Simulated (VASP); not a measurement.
Input:

```xyz
2
Lattice="0.0000 2.8583 2.8583 2.8583 0.0000 2.8583 2.8583 2.8583 0.0000" Properties=species:S:1:pos:R:3 pbc="T T T"
Pt     4.2874     4.2874     4.2874
Pt     2.8583     2.8583     2.8583
```

Method: r2SCAN meta-GGA, VASP's PBE PAW potentials (set 64) (plane waves; VASP). Settings: 400 eV cut-off, 12×12×12 Γ-centred mesh, tetrahedra with Blöchl corrections, potentials Pt.

Unless said otherwise, spin-orbit coupling is left out, though it shifts the bands of the heavy elements here.

Tabulate the total density of states (states/eV per cell) against energy (eV; zero at the valence-band maximum or, without a gap, the Fermi level).

(E (eV), DOS (states/eV)): (-9.35, 0.00); (-8.77, 0.00); (-8.28, 0.00); (-7.80, 0.00); (-7.22, 0.10); (-6.63, 0.27); (-6.15, 0.45); (-5.66, 1.02); (-5.08, 5.14); (-4.50, 0.92); (-4.01, 3.49); (-3.53, 2.38); (-2.95, 2.25); (-2.37, 2.27); (-1.88, 3.19); (-1.40, 1.20); (-0.81, 2.11); (-0.23, 3.83); (0.25, 2.29); (0.74, 0.63); (1.32, 1.23); (1.90, 0.59); (2.39, 0.41); (2.87, 0.45); (3.45, 0.77)
Within 2 eV below the Fermi level the largest weight inside VASP's projection spheres is Pt d.

The structure was generated: Pt was put into the diamond type (Fd-3m), which need not be its known phase. It was relaxed first, which changed the volume by +15 %.
